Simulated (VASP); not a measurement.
NaH (rock salt):

```yaml
crystal:
  lattice:
    - [0.00000, 2.44000, 2.44000]
    - [2.44000, 0.00000, 2.44000]
    - [2.44000, 2.44000, 0.00000]
  atoms:
    - { symbol: Na, position: [0.00000, 0.00000, 0.00000] }
    - { symbol: H, position: [0.50000, 0.50000, 0.50000] }
```

The lowest empty band near L, direction along the valley's axis, from mBJ (TB09) with spin-orbit coupling in VASP (PAW); its two spin partners are averaged. The gap over the points computed is 6.55 eV, and the next band on that side lies 6.55 eV away at the edge.

Settings: 400 eV cut-off, 10×10×10 Γ-centred mesh, Gaussian smearing of 0.050 eV, potentials Na_pv H.

```tsv
distance from the edge in k (1/Å)	distance in energy (meV)
0.018	3.4
0.025	6.7
0.035	13.0
0.050	26.6
0.070	52.1
```

### Question
Fit E(1 + αE) = ħ²k²/2m* (ħ²/2m0 = 3.810 eV Å²) and predict the row at 0.095 1/Å.

### Answer
The rows don't resolve α, so a parabola serves: the electron mass is m* = 0.358 m0, and so 96.0 meV. The run gave 95.5 meV, -0.5 meV from the fit.

Left out are points under 3 meV from the edge, since the levels carry 0.1 meV, and points farther than half the way to the next band.

The compound is NaH in the rock salt structure. The cell was not relaxed at this level.
